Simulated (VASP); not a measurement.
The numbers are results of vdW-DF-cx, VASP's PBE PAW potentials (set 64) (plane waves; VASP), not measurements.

A VASP calculation is set up with these files.

**KPOINTS**
```
k-points along high-symmetry lines
10
Line-mode
Reciprocal
  0.000000   0.000000   0.000000 ! GAMMA
  0.000000   0.500000   0.000000 ! X

  0.000000   0.500000   0.000000 ! X
  0.500000   0.500000   0.000000 ! M

  0.500000   0.500000   0.000000 ! M
  0.000000   0.000000   0.000000 ! GAMMA

  0.000000   0.000000   0.000000 ! GAMMA
  0.000000   0.000000   0.500000 ! Z

  0.000000   0.000000   0.500000 ! Z
  0.000000   0.500000   0.500000 ! R

  0.000000   0.500000   0.500000 ! R
  0.500000   0.500000   0.500000 ! A

  0.500000   0.500000   0.500000 ! A
  0.000000   0.000000   0.500000 ! Z

  0.000000   0.500000   0.000000 ! X
  0.000000   0.500000   0.500000 ! R

  0.500000   0.500000   0.000000 ! M
  0.500000   0.500000   0.500000 ! A
```

POSCAR:
```
BaTiO3
1.0
  3.9793333647   0.0000000000   0.0000000000
  0.0000000000   3.9793333647   0.0000000000
  0.0000000000   0.0000000000   4.0689234597
Ba Ti O
1 1 3
Direct
  0.0000000000   0.0000000000   0.0022428069
  0.5000000000   0.5000000000   0.5182789650
  0.5000000000   0.5000000000   0.9731575933
  0.0000000000   0.5000000000   0.4851603174
  0.5000000000   1.0000000000   0.4851603174
```

INCAR:
```
SYSTEM = BaTiO3
PREC = Accurate; ENCUT = 520; LREAL = .FALSE.
LASPH = .TRUE.; ICHARG = 11
EDIFF = 1E-7; NELM = 100; ALGO = Normal
LMAXMIX = 4
ISMEAR = 0; SIGMA = 0.05
GGA = CX; LUSE_VDW = .TRUE.; AGGAC = 0.0
LWAVE = .FALSE.; LCHARG = .FALSE.; LORBIT = 11
```

POTCAR, in this order: Ba_sv Ti_sv O (PBE.64 set). Program: vasp_std. Read from the step before: CHGCAR.

The run wrote:

### OUTCAR
```
 ion  position               nearest neighbor table
   1  0.000  0.000  0.002-   4 2.80   5 2.80   4 2.80   5 2.80   3 2.82   3 2.82   3 2.82   3 2.82
                             4 2.90   5 2.90   5 2.90   4 2.90   2 3.43   2 3.43   2 3.43   2 3.43
   2  0.500  0.500  0.518-   3 1.85   4 1.99   5 1.99   5 1.99   4 1.99   3 2.22   1 3.43   1 3.43
                             1 3.43   1 3.43   1 3.51   1 3.51   1 3.51   1 3.51
   3  0.500  0.500  0.973-   2 1.85   2 2.22   1 2.82   1 2.82   1 2.82   1 2.82
   4  0.000  0.500  0.485-   2 1.99   2 1.99   1 2.80   1 2.80   1 2.90   1 2.90
   5  0.500  0.000  0.485-   2 1.99   2 1.99   1 2.80   1 2.80   1 2.90   1 2.90
  LATTYP: Found a simple tetragonal cell.
 ALAT       =     3.9793333647
 C/A-ratio  =     1.0225138451
 Subroutine PRICEL returns:
 Original cell was already a primitive cell.
 Subroutine GETGRP returns: Found  8 space group operations
The static configuration has the point symmetry C_4v.
The dynamic configuration has the point symmetry C_4v.
 Subroutine INISYM returns: Found  8 space group operations
   k-points           NKPTS =     90   k-points in BZ     NKDIM =     90   number of bands    NBANDS=     24
   number of dos      NEDOS =    301   number of ions     NIONS =      5
   total plane-waves  NPLWV =  27000
   dimension x,y,z NGX =    30 NGY =   30 NGZ =   30
   dimension x,y,z NGXF=    60 NGYF=   60 NGZF=   60
   ions per type =               1   1   3
   PREC   = accura    normal or accurate (medium, high low for compatibility)
   ISTART =      0    job   : 0-new  1-cont  2-samecut
...
```

File OSZICAR:
```
       N       E                     dE             d eps       ncg     rms          rms(c)
DAV:   1     0.432679237435E+03    0.43268E+03   -0.21849E+04  4320   0.183E+03
DAV:   2     0.197737089574E+02   -0.41291E+03   -0.40525E+03  4928   0.482E+02
DAV:   3    -0.283878654919E+02   -0.48162E+02   -0.46678E+02  7184   0.143E+02
DAV:   4    -0.303801226033E+02   -0.19923E+01   -0.19911E+01  5336   0.279E+01
DAV:   5    -0.304700959794E+02   -0.89973E-01   -0.89972E-01  6144   0.438E+00
DAV:   6    -0.304709364598E+02   -0.84048E-03   -0.84048E-03  5592   0.475E-01
DAV:   7    -0.304709517639E+02   -0.15304E-04   -0.15304E-04  6304   0.591E-02
DAV:   8    -0.304709520102E+02   -0.24628E-06   -0.24627E-06  5592   0.600E-03
DAV:   9    -0.304709520145E+02   -0.43451E-08   -0.43523E-08  3912   0.807E-04
   1 F= -.30470952E+02 E0= -.30470952E+02  d E =-.632923E-28
```

**OUTCAR**
```
 val. band max:        3.7734414287   @ k =   0.5000   0.5000   0.5000

 cond. band min:       5.5494284120   @ k =   0.0000   0.0000   0.0000



 k-point     1 :       0.0000    0.0000    0.0000
  band No.  band energies     occupation
      1     -52.5796      2.00000
      2     -28.9945      2.00000
      3     -28.9259      2.00000
      4     -28.9259      2.00000
      5     -21.1341      2.00000
      6     -13.1155      2.00000
      7     -12.4784      2.00000
      8     -12.3952      2.00000
      9      -6.3225      2.00000
     10      -6.2829      2.00000
     11      -6.2829      2.00000
     12       1.3442      2.00000
     13       1.4021      2.00000
     14       1.4021      2.00000
     15       2.3576      2.00000
     16       2.3576      2.00000
     17       2.5441      2.00000
     18       3.2636      2.00000
     19       3.3640      2.00000
     20       3.3640      2.00000
     21       5.5494      0.00000
     22       5.9112      0.00000
     23       5.9112      0.00000
     24       7.8283      0.00000

 k-point     2 :       0.0000    0.0556    0.0000
  band No.  band energies     occupation
      1     -52.5796      2.00000
      2     -28.9944      2.00000
      3     -28.9276      2.00000
      4     -28.9258      2.00000
      5     -21.1305      2.00000
      6     -13.1163      2.00000
      7     -12.4770      2.00000
      8     -12.3941      2.00000
      9      -6.3177      2.00000
     10      -6.2777      2.00000
     11      -6.2709      2.00000
     12       1.3269      2.00000
     13       1.3574      2.00000
     14       1.3952      2.00000
     15       2.2991      2.00000
     16       2.3278      2.00000
     17       2.5335      2.00000
     18       3.1870      2.00000
     19       3.3268      2.00000
     20       3.3702      2.00000
     21       5.6183      0.00000
     22       5.9153      0.00000
     23       5.9288      0.00000
     24       7.8827      0.00000

...
```

The density is held fixed in this step, so its total energy and stress have no physical meaning. Unless said otherwise, spin-orbit coupling is left out, though it shifts the bands of the heavy elements here.

The compound is BaTiO3 in the tetragonal perovskite structure. It was relaxed first.
